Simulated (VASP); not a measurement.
OSZICAR of a VASP run on Tm (space group P6_3/mmc):

OSZICAR:
```
       N       E                     dE             d eps       ncg     rms          rms(c)
DAV:   1     0.114691339040E+04    0.11469E+04   -0.15395E+04  2810   0.357E+03
DAV:   2     0.371760186563E+03   -0.77515E+03   -0.68834E+03  2720   0.895E+02
DAV:   3     0.593603274686E+02   -0.31240E+03   -0.29846E+03  2602   0.273E+02
DAV:   4    -0.536218709370E+01   -0.64723E+02   -0.61629E+02  3260   0.124E+02
DAV:   5    -0.187849948339E+02   -0.13423E+02   -0.13122E+02  4158   0.552E+01    0.118E+02
DAV:   6    -0.257216015798E+02   -0.69366E+01   -0.17937E+01  3546   0.672E+01    0.735E+01
DAV:   7    -0.128236825433E+03   -0.10252E+03   -0.36937E+02  3192   0.183E+02    0.184E+02
DAV:   8    -0.116279130319E+03    0.11958E+02   -0.65645E+01  4436   0.498E+01    0.183E+02
DAV:   9    -0.132758395726E+03   -0.16479E+02   -0.99169E+01  3518   0.274E+02    0.202E+02
DAV:  10    -0.743059743634E+02    0.58452E+02   -0.11154E+02  3160   0.167E+02    0.167E+02
DAV:  11    -0.583719279274E+02    0.15934E+02   -0.17507E+02  3288   0.219E+02    0.256E+02
DAV:  12    -0.254541359865E+02    0.32918E+02   -0.72240E+01  3110   0.902E+01    0.196E+02
DAV:  13    -0.274922468382E+02   -0.20381E+01   -0.27618E+01  4124   0.262E+01    0.773E+01
DAV:  14    -0.251017145197E+02    0.23905E+01   -0.91524E+00  3420   0.304E+01    0.618E+01
DAV:  15    -0.234006660657E+02    0.17010E+01   -0.10507E+01  3824   0.347E+01    0.582E+01
DAV:  16    -0.211010655660E+02    0.22996E+01   -0.26854E+00  3418   0.443E+01    0.645E+01
DAV:  17    -0.215426580476E+02   -0.44159E+00   -0.65150E+00  4056   0.360E+01    0.735E+01
DAV:  18    -0.215431038377E+02   -0.44579E-03   -0.15096E+00  3742   0.226E+01    0.717E+01
DAV:  19    -0.216105029646E+02   -0.67399E-01   -0.11160E+00  4088   0.623E+00    0.751E+01
DAV:  20    -0.215711998107E+02    0.39303E-01   -0.85308E-02  4024   0.273E+00    0.750E+01
DAV:  21    -0.216674844466E+02   -0.96285E-01   -0.62982E-01  3404   0.183E+01    0.754E+01
DAV:  22    -0.219483048514E+02   -0.28082E+00   -0.22355E-01  3540   0.954E+00    0.762E+01
DAV:  23    -0.219094743648E+02    0.38830E-01   -0.39604E-01  3202   0.214E+01    0.764E+01
DAV:  24    -0.275276925560E+02   -0.56182E+01   -0.12047E+01  3068   0.580E+01    0.103E+02
DAV:  25    -0.263183404277E+02    0.12094E+01   -0.14770E+00  3634   0.191E+01    0.950E+01
DAV:  26    -0.273163517751E+02   -0.99801E+00   -0.63256E-01  3680   0.230E+01    0.992E+01
DAV:  27    -0.278883946602E+02   -0.57204E+00   -0.88507E-01  4072   0.152E+01    0.984E+01
DAV:  28    -0.282663814315E+02   -0.37799E+00   -0.35362E-01  4240   0.446E+00    0.992E+01
DAV:  29    -0.276425696805E+02    0.62381E+00   -0.44564E-01  3650   0.877E+00    0.959E+01
DAV:  30    -0.274700274907E+02    0.17254E+00   -0.87246E-02  3972   0.252E+00    0.955E+01
DAV:  31    -0.273008318078E+02    0.16920E+00   -0.18912E-02  4360   0.166E+00    0.945E+01
DAV:  32    -0.283203118488E+02   -0.10195E+01   -0.15498E-01  3488   0.724E+00    0.981E+01
DAV:  33    -0.284822039549E+02   -0.16189E+00   -0.14143E-02  4024   0.147E+00    0.985E+01
DAV:  34    -0.286925611092E+02   -0.21036E+00   -0.15352E-02  3948   0.145E+00    0.993E+01
DAV:  35    -0.278092649472E+02    0.88330E+00   -0.17063E-01  3402   0.889E+00    0.961E+01
DAV:  36    -0.258695463652E+02    0.19397E+01   -0.87147E-01  3334   0.200E+01    0.895E+01
DAV:  37    -0.199122386768E+02    0.59573E+01   -0.34648E+00  3254   0.747E+01    0.818E+01
DAV:  38    -0.193992658155E+02    0.51297E+00   -0.93219E+00  3928   0.353E+01    0.886E+01
DAV:  39    -0.197744117997E+02   -0.37515E+00   -0.12490E+00  4000   0.103E+01    0.906E+01
DAV:  40    -0.196317936301E+02    0.14262E+00   -0.51729E-01  4032   0.470E+00    0.924E+01
DAV:  41    -0.196298269368E+02    0.19667E-02   -0.97566E-02  3888   0.174E+00    0.929E+01
DAV:  42    -0.193969850624E+02    0.23284E+00   -0.17386E+00  3050   0.190E+01    0.857E+01
DAV:  43    -0.193789269247E+02    0.18058E-01   -0.45225E-01  3532   0.157E+01    0.832E+01
DAV:  44    -0.186707124901E+02    0.70821E+00   -0.37123E-01  3152   0.212E+01    0.845E+01
DAV:  45    -0.177919616644E+02    0.87875E+00   -0.12284E+00  3324   0.240E+01    0.892E+01
DAV:  46    -0.178879311321E+02   -0.95969E-01   -0.45840E+00  3432   0.204E+01    0.903E+01
DAV:  47    -0.177404199165E+02    0.14751E+00   -0.44430E-01  3582   0.634E+00    0.908E+01
DAV:  48    -0.177749419051E+02   -0.34522E-01   -0.17601E-01  3686   0.259E+00    0.906E+01
DAV:  49    -0.176469752456E+02    0.12797E+00   -0.32049E-02  3308   0.147E+00    0.906E+01
DAV:  50    -0.176303413551E+02    0.16634E-01   -0.25855E-02  2780   0.103E+00    0.906E+01
DAV:  51    -0.157569245700E+02    0.18734E+01   -0.29597E+01  3320   0.187E+02    0.201E+02
DAV:  52    -0.327419394146E+01    0.12483E+02   -0.21886E+01  3704   0.564E+01    0.207E+02
DAV:  53    -0.122971526820E+00    0.31512E+01   -0.64519E+00  3466   0.192E+01    0.210E+02
DAV:  54    -0.873378427179E+00   -0.75041E+00   -0.24917E+00  4424   0.111E+01    0.213E+02
DAV:  55     0.352931497109E+00    0.12263E+01   -0.64866E-01  4202   0.673E+00    0.215E+02
DAV:  56    -0.552544434039E+02   -0.55607E+02   -0.67162E+01  3908   0.168E+02    0.196E+02
DAV:  57    -0.191469571514E+02    0.36107E+02   -0.38033E+01  4010   0.959E+01    0.147E+02
DAV:  58    -0.213266982642E+02   -0.21797E+01   -0.19047E+01  4424   0.230E+01    0.124E+02
DAV:  59    -0.958849144367E+01    0.11738E+02   -0.24519E+01  3362   0.133E+02    0.888E+01
DAV:  60    -0.112964564507E+02   -0.17080E+01   -0.11911E+01  4032   0.711E+01    0.102E+02
DAV:  61    -0.425031752305E+02   -0.31207E+02   -0.27289E+01  3556   0.137E+02    0.128E+02
DAV:  62    -0.413436410232E+02    0.11595E+01   -0.12212E+01  3950   0.462E+01    0.129E+02
DAV:  63    -0.100401642725E+03   -0.59058E+02   -0.10605E+02  2922   0.400E+02    0.173E+02
DAV:  64    -0.316234401461E+02    0.68778E+02   -0.25131E+01  3808   0.679E+01    0.119E+02
DAV:  65    -0.313153329864E+02    0.30811E+00   -0.80589E+00  3496   0.284E+01    0.114E+02
DAV:  66    -0.170793559602E+02    0.14236E+02   -0.10547E+01  3648   0.995E+01    0.107E+02
DAV:  67    -0.353910871658E+01    0.13540E+02   -0.24512E+01  3290   0.678E+01    0.965E+01
DAV:  68    -0.393793500102E+01   -0.39883E+00   -0.10506E+01  3488   0.242E+01    0.942E+01
DAV:  69    -0.624109513217E+01   -0.23032E+01   -0.31056E+00  4400   0.215E+01    0.951E+01
DAV:  70    -0.469025684119E+01    0.15508E+01   -0.16463E+00  4024   0.187E+01    0.939E+01
DAV:  71    -0.312823205720E+02   -0.26592E+02   -0.24340E+01  3470   0.911E+01    0.106E+02
DAV:  72    -0.166479313421E+02    0.14634E+02   -0.12152E+01  3662   0.643E+01    0.953E+01
DAV:  73    -0.139602294342E+02    0.26877E+01   -0.50283E+00  3838   0.410E+01    0.106E+02
DAV:  74    -0.148694931110E+02   -0.90926E+00   -0.49242E+00  3932   0.143E+01    0.113E+02
DAV:  75    -0.169537512119E+02   -0.20843E+01   -0.16948E+00  3936   0.880E+00    0.116E+02
DAV:  76    -0.172994670871E+02   -0.34572E+00   -0.10105E+01  3298   0.527E+01    0.112E+02
DAV:  77    -0.207102174111E+02   -0.34108E+01   -0.60311E+00  3760   0.320E+01    0.990E+01
DAV:  78    -0.238439942765E+02   -0.31338E+01   -0.24011E+00  3562   0.246E+01    0.999E+01
DAV:  79    -0.235841808968E+02    0.25981E+00   -0.12317E+00  4134   0.112E+01    0.100E+02
DAV:  80    -0.223155932848E+02    0.12686E+01   -0.24068E+00  4138   0.173E+01    0.941E+01
DAV:  81    -0.141928521369E+02    0.81227E+01   -0.62019E+00  3766   0.714E+01    0.912E+01
DAV:  82    -0.153051849278E+02   -0.11123E+01   -0.36053E+00  3874   0.260E+01    0.843E+01
DAV:  83    -0.164862454009E+02   -0.11811E+01   -0.14967E+00  4206   0.152E+01    0.872E+01
DAV:  84    -0.164966361003E+02   -0.10391E-01   -0.78543E-01  3994   0.650E+00    0.881E+01
DAV:  85    -0.169057535645E+02   -0.40912E+00   -0.17934E-01  4002   0.755E+00    0.895E+01
DAV:  86    -0.249894817923E+02   -0.80837E+01   -0.60139E+00  3124   0.795E+01    0.103E+02
DAV:  87    -0.255553139575E+02   -0.56583E+00   -0.20211E+00  3724   0.394E+01    0.107E+02
DAV:  88    -0.252960413739E+02    0.25927E+00   -0.18219E+00  3842   0.872E+00    0.107E+02
DAV:  89    -0.250629835632E+02    0.23306E+00   -0.29219E-01  4664   0.305E+00    0.106E+02
DAV:  90    -0.245841433208E+02    0.47884E+00   -0.19986E-01  4282   0.749E+00    0.104E+02
DAV:  91    -0.234748476312E+02    0.11093E+01   -0.15391E+01  3364   0.106E+02    0.891E+01
DAV:  92    -0.203618714489E+02    0.31130E+01   -0.29169E+00  3712   0.369E+01    0.811E+01
DAV:  93    -0.224875256581E+02   -0.21257E+01   -0.25854E+00  3768   0.379E+01    0.776E+01
DAV:  94    -0.218199432056E+02    0.66758E+00   -0.21712E+00  3764   0.391E+01    0.729E+01
DAV:  95    -0.219258975004E+02   -0.10595E+00   -0.28359E+00  3728   0.318E+01    0.692E+01
DAV:  96    -0.236729876187E+02   -0.17471E+01   -0.88020E+00  3808   0.836E+01    0.641E+01
DAV:  97    -0.247125195046E+02   -0.10395E+01   -0.25116E+00  3776   0.463E+01    0.644E+01
DAV:  98    -0.254904972729E+02   -0.77798E+00   -0.20483E+00  3722   0.161E+01    0.696E+01
DAV:  99    -0.254958095140E+02   -0.53122E-02   -0.83856E-01  4128   0.728E+00    0.715E+01
DAV: 100    -0.252348500161E+02    0.26096E+00   -0.15762E-01  4000   0.422E+00
   1 F= -.25234850E+02 E0= -.25221563E+02  d E =-.265734E-01  mag=    -0.0000     0.0000     8.3552
```

Which electronic solver shows in the log?

It is blocked Davidson (ALGO = Normal, or the opening steps of other solvers). The INCAR had ALGO = Normal.

How was spin treated?

With non-collinear spinors: mag has three components.

Can the final energy be trusted as converged?

The run did not converge; its last values are not results. It stopped with EDIFF = 1E-6, NELM = 100 (PBE GGA with spin-orbit coupling, plane waves, VASP's PBE PAW potentials (set 64)).

The structure was generated: Tm was put into an ordered model structure, which need not be its known phase. The cell was not relaxed at this level. The k-mesh is coarse (spacing up to 0.41 per Å, 2π included), so the numbers may not be converged in it. The run is one of a series of settings (GGA_COMPAT = .FALSE., ISPIN removed, LNONCOLLINEAR = .TRUE., LSORBIT = .TRUE., MAGMOM = 0.0 0.0 2.0 0.0 0.0 2.0 0.0 0.0 2.0 0.0 0.0 2.0, program vasp_ncl against the base run), some of them coarse on purpose.
